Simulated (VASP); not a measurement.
Ag (space group Fm-3m): the measured cell of entry 9013045 of the Crystallography Open Database is

```cif
data_Ag
_chemical_formula_sum 'Ag1'
_space_group_name_H-M_alt 'P 1'
_space_group_IT_number 1
_cell_length_a 2.88924
_cell_length_b 2.88924
_cell_length_c 2.88924
_cell_angle_alpha 60.000
_cell_angle_beta 60.000
_cell_angle_gamma 60.000
loop_
_space_group_symop_operation_xyz
  'x, y, z'
loop_
_atom_site_label
_atom_site_type_symbol
_atom_site_fract_x
_atom_site_fract_y
_atom_site_fract_z
_atom_site_occupancy
Ag1 Ag 0.00000 0.00000 0.00000 1
```

Computed with r2SCAN+rVV10, VASP's PBE PAW potentials (set 64) (plane waves; VASP). Run with 400 eV cut-off, 17×17×17 Γ-centred mesh, tetrahedra with Blöchl corrections, potentials Ag.

The calculation is for a static lattice at zero pressure; the measurement, at 293 K, holds thermal and zero-point expansion. The entry's conditions were not checked, so it may have been measured under pressure.

Question: How far does the relaxed conventional cell lie from the measured one?

Answer: 
|  | measured | computed | difference |
|---|---|---|---|
| a (Å) | 4.086 | 4.078 | -0.2 % |
| V (Å³/atom) | 17.05 | 16.95 | -0.6 % |

The structure comes from a measured Ag entry (Fm-3m) of the Crystallography Open Database, whose conditions weren't checked. It was relaxed first. Symmetry was kept, so distortions that lower it aren't found.
